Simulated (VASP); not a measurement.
Input:

```
CELL_PARAMETERS angstrom
      6.28338     0.00000     0.00000
      0.00000     6.28338     0.00000
      0.00000     0.00000     6.30841
ATOMIC_POSITIONS crystal
  Zn 0.00000 0.00000 0.00000
  Zn 0.50000 0.50000 0.00000
  Te 0.25000 0.25000 0.22880
  Te 0.75000 0.75000 0.22880
  Te 0.75000 0.25000 0.77120
  Te 0.25000 0.75000 0.77120
  Hg 0.50000 0.00000 0.50000
  Hg 0.00000 0.50000 0.50000
```

Computed with PBEsol GGA, VASP's PBE PAW potentials (set 64) (plane waves; VASP 6.6.1). Numerical set-up: 400 eV cut-off, 4×4×4 Γ-centred mesh, tetrahedra with Blöchl corrections, potentials Zn Te Hg.

The cores are frozen, which limits the accuracy of field gradients.

Problem. Give the principal components of the electric field gradient (V/Å²) and the asymmetry η at each nucleus.

Solution. 
```json
[
 {"atom": "Zn1", "Vxx": "-5.3", "Vyy": "-5.3", "Vzz": "10.6", "η": "0.00"},
 {"atom": "Zn2", "Vxx": "-5.3", "Vyy": "-5.3", "Vzz": "10.6", "η": "0.00"},
 {"atom": "Te3", "Vxx": "24.3", "Vyy": "8.4", "Vzz": "-32.7", "η": "0.48"},
 {"atom": "Te4", "Vxx": "24.3", "Vyy": "8.4", "Vzz": "-32.7", "η": "0.48"},
 {"atom": "Te5", "Vxx": "24.3", "Vyy": "8.4", "Vzz": "-32.7", "η": "0.48"},
 {"atom": "Te6", "Vxx": "24.3", "Vyy": "8.4", "Vzz": "-32.7", "η": "0.48"},
 {"atom": "Hg7", "Vxx": "25.6", "Vyy": "25.6", "Vzz": "-51.1", "η": "0.00"},
 {"atom": "Hg8", "Vxx": "25.6", "Vyy": "25.6", "Vzz": "-51.1", "η": "0.00"}
]
```

The structure was generated: Hg2Zn2Te4 was put into an ordered model structure (P-4m2), which need not be its known phase. It was relaxed first.
